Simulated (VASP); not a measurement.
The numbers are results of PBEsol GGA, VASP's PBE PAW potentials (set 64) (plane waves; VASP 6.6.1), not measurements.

VASP input:

### KPOINTS
```
Automatic mesh
0
Gamma
7 7 7
0 0 0
```

**INCAR**
```
SYSTEM = BaLiF3
PREC = Accurate
ENCUT = 520
EDIFF = 1E-7
NELM = 100
ALGO = Normal
LREAL = .FALSE.
LASPH = .TRUE.
ISMEAR = 0
SIGMA = 0.01
GGA = PS
LMAXMIX = 4
LWAVE = .FALSE.
LCHARG = .FALSE.
LOPTICS = .TRUE.
NBANDS = 63
NEDOS = 1001
CSHIFT = 0.1
```

**POSCAR**
```
BaLiF3
3.9721030
  0.9999998770   0.0000000000   0.0000000000
  0.0000000000   0.9999998770   0.0000000000
  0.0000000000   0.0000000000   0.9999998770
Ba Li F
1 1 3
Cartesian
  0.0000000000   0.0000000000   0.0000000000
  0.4999999385   0.4999999385   0.4999999385
  0.0000000000   0.4999999385   0.4999999385
  0.4999999385   0.0000000000   0.4999999385
  0.4999999385   0.4999999385   0.0000000000
```

POTCAR, in this order: Ba_sv Li_sv F (PBE.64 set). Program: vasp_std.

Unless said otherwise, spin-orbit coupling is left out, though it shifts the bands of the heavy elements here.

Q: Predict the energy per atom (σ→0), band gap (on the k-mesh).

A: 
| Property | Result |
|---|---|
| energy per atom (σ→0) | -5.502 eV/atom |
| band gap (on the k-mesh) | 6.52 eV |

File OSZICAR:
```
...
DAV:   9    -0.275085964828E+02   -0.23406E-03   -0.36513E-03  2915   0.222E-01    0.112E-01
DAV:  10    -0.275088283614E+02   -0.23188E-03   -0.22155E-04  2978   0.585E-02    0.294E-02
DAV:  11    -0.275088447659E+02   -0.16405E-04   -0.48165E-05  3033   0.300E-02    0.201E-02
DAV:  12    -0.275088438193E+02    0.94661E-06   -0.33822E-06  3042   0.689E-03    0.125E-03
DAV:  13    -0.275088439234E+02   -0.10403E-06   -0.82406E-08  3152   0.118E-03    0.798E-04
DAV:  14    -0.275088439401E+02   -0.16794E-07   -0.82691E-09  1914   0.343E-04
   1 F= -.27508844E+02 E0= -.27508844E+02  d E =-.214668E-70
 imaginary and real dielectric function
```

The structure comes from a computed database's BaLiF3 entry (Pm-3m); how it stands against other phases isn't given here. It was relaxed first.
